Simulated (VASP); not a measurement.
Consider the following.

```xyz
4
Lattice="2.1669 -3.7407 0.0000 2.1669 3.7407 0.0000 0.0000 0.0000 7.1880" Properties=species:S:1:pos:R:3 pbc="T T T"
Cd     2.1669    -1.2469     3.5940
Cd     2.1669     1.2469     0.0000
Se     2.1669    -1.2469     6.2967
Se     2.2060     1.2469     2.7027
```

All values below come from PBE GGA, VASP's PBE PAW potentials (set 64) (plane waves; VASP 6.6.1). Settings: 400 eV cut-off, 5×5×3 Γ-centred mesh, Fermi-Dirac smearing of 0.20 eV, potentials Cd Se.

**Question.** What does the run give for the energy per atom (σ→0), pressure, band gap (on the k-mesh) with the smallest direct gap where there is one?

**Answer.** 
| Item | Value |
|---|---|
| band gap (on the k-mesh) | none (metal, semimetal or under 0.01 eV) |
| energy per atom (σ→0) | -2.737 eV/atom |
| pressure | 1.01 GPa |

Total energies compare only between runs with the same potentials, cut-off and functional.

The compound is CdSe in the wurtzite structure. The cell was not relaxed at this level, atoms are displaced from their ideal sites. The k-mesh is coarse (spacing up to 0.34 per Å, 2π included), so the numbers may not be converged in it. The run is one of a series of settings (ISMEAR = -1, SIGMA = 0.2 against the base run), some of them coarse on purpose.
